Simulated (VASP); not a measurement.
Method: PBE0 hybrid, VASP's PBE PAW potentials (set 64) (plane waves; VASP).

Input for VASP

### INCAR
```
! general
SYSTEM    =  BP
PREC      =  Accurate
ENCUT     =  520
LREAL     =  .False.
LASPH     =  .True.
ISYM      =  3

! electronic loop
EDIFF     =  1E-6
NELM      =  60
ALGO      =  Normal

! smearing
ISMEAR    =  0
SIGMA     =  0.05

! functional
GGA       =  PE
LHFCALC   =  .True.
AEXX      =  0.25
HFRCUT    =  -1
PRECFOCK  =  Fast

! ions
ISIF      =  2

! output
LWAVE     =  .False.
LCHARG    =  .False.
```

KPOINTS:
```
Automatic mesh
0
Gamma
8 8 8
0 0 0
```

File POSCAR:
```
BP
1
    0.0000000000     2.2027969828     2.2027969828
    2.2027969828     0.0000000000     2.2027969828
    2.2027969828     2.2027969828     0.0000000000
B P
1 1
Direct
  0.0000000000   0.0000000000   0.0000000000
  0.2500000000   0.2500000000   0.2500000000
```

POTCAR, in this order: B P (PBE.64 set). Program: vasp_std. Read from the step before: WAVECAR.

Output

**OSZICAR**
```
       N       E                     dE             d eps       ncg     rms          rms(c)
DAV:   1    -0.156944834452E+02   -0.15694E+02   -0.27174E-01   536   0.436E+00    0.168E+00
DAV:   2    -0.156971003801E+02   -0.26169E-02   -0.59975E-03   672   0.602E-01    0.113E+00
DAV:   3    -0.156968642798E+02    0.23610E-03   -0.25557E-04   648   0.128E-01    0.647E-01
DAV:   4    -0.156967497037E+02    0.11458E-03   -0.32148E-05   600   0.578E-02    0.366E-01
DAV:   5    -0.156967090367E+02    0.40667E-04   -0.10280E-05   576   0.338E-02    0.207E-01
DAV:   6    -0.156966952072E+02    0.13829E-04   -0.38519E-06   568   0.202E-02    0.117E-01
DAV:   7    -0.156966905650E+02    0.46423E-05   -0.13296E-06   328   0.120E-02    0.661E-02
DAV:   8    -0.156966890257E+02    0.15393E-05   -0.54813E-07   312   0.725E-03    0.370E-02
DAV:   9    -0.156966885260E+02    0.49975E-06   -0.17541E-07   280   0.401E-03
   1 F= -.15696689E+02 E0= -.15696689E+02  d E =-.159655E-19
```

### OUTCAR
```
------------------------ aborting loop because EDIFF is reached ----------------------------------------
  FORCE on cell =-STRESS in cart. coord.  units (eV):
  Direction    XX          YY          ZZ          XY          YZ          ZX
  --------------------------------------------------------------------------------------
  Total        2.0354967      2.0354967      2.0354967     -0.0000000      0.0000000      0.0000000
  in kB      152.5553926    152.5553926    152.5553926     -0.0000000      0.0000000      0.0000000
  external PRESSURE =     152.5553926 kB  Pullay stress =       0.0000000 kB
  volume of cell :       21.38
      direct lattice vectors                 reciprocal lattice vectors
     0.000000000  2.202796983  2.202796983    -0.226984150  0.226984150  0.226984150
     2.202796983  0.000000000  2.202796983     0.226984150 -0.226984150  0.226984150
     2.202796983  2.202796983  0.000000000     0.226984150  0.226984150 -0.226984150
  FREE ENERGIE OF THE ION-ELECTRON SYSTEM (eV)
  ---------------------------------------------------
  free  energy   TOTEN  =       -15.6966885260 eV

  energy  without entropy=      -15.6966885260  energy(sigma->0) =      -15.69668853

  exchange ACFDT corr.  =         0.00000000  see jH, gK, PRB 81, 115126
```
(Selected blocks of OUTCAR.)

The compound is BP in the zinc blende structure. This cell is one point of a volume scan, at 0.91 of the reference volume. The cell's shape comes from a PBE relaxation.
